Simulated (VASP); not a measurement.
Input:

```
MnGe2
1.0
    0.00000     2.87635     2.87635
    2.87635     0.00000     2.87635
    2.87635     2.87635     0.00000
Mn Ge
1 2
Direct
  0.00000   0.00000   0.00000
  0.25000   0.25000   0.25000
  0.75000   0.75000   0.75000
```
Starting moments (μB, in the order of the record's atoms Mn Ge Ge): 2.2 0.0 0.0.

Method: PBEsol GGA, VASP's PBE PAW potentials (set 64) (plane waves; VASP). Run with 400 eV cut-off, Gaussian smearing of 0.050 eV, potentials Mn_pv Ge_d.

The moments were started parallel, and other spin orders were not tried in this run.

Give the spin-up energies of bands 15 to 24 at the high-symmetry points, in eV from the Fermi level.

| band | Γ | X | U | L | W |
|---|---|---|---|---|---|
| 15 | -3.88 | -7.33 | -8.51 | -9.42 | -8.70 |
| 16 | -3.88 | -6.52 | -5.96 | -3.34 | -5.54 |
| 17 | -3.88 | -3.42 | -3.64 | -3.34 | -5.34 |
| 18 | -2.79 | -3.42 | -3.22 | -2.06 | -2.11 |
| 19 | -1.95 | -1.80 | -2.04 | -1.70 | -2.11 |
| 20 | -1.95 | -1.80 | -1.62 | -1.70 | -1.79 |
| 21 | 3.05 | -1.74 | -1.36 | -0.30 | -1.69 |
| 22 | 3.05 | -1.69 | -1.25 | -0.30 | -0.97 |
| 23 | 3.05 | 0.76 | 1.26 | 1.32 | 2.85 |
| 24 | 3.85 | 3.41 | 5.28 | 2.57 | 2.85 |

Give the spin-down energies of bands 15 to 24 at the high-symmetry points, in eV from the Fermi level.

```csv
band,Γ,X,U,L,W
15,-3.19,-7.15,-8.41,-9.38,-8.63
16,-3.19,-6.22,-5.67,-2.39,-5.22
17,-3.19,-3.30,-3.14,-2.39,-5.07
18,-2.84,-3.30,-2.87,-1.02,-1.15
19,0.26,-0.36,-0.72,-0.14,-1.15
20,0.26,-0.36,-0.22,-0.14,-0.34
21,4.07,0.05,0.64,0.35,0.58
22,4.07,0.71,0.90,0.35,1.16
23,4.07,2.25,2.60,1.28,3.57
24,4.18,4.39,5.83,3.47,3.57
```

It has no gap at this level: it comes out as a metal or semimetal.

The structure was generated: MnGe2 was put into the fluorite type (Fm-3m), which need not be its known phase. It was relaxed first, which changed the volume by -8 %.
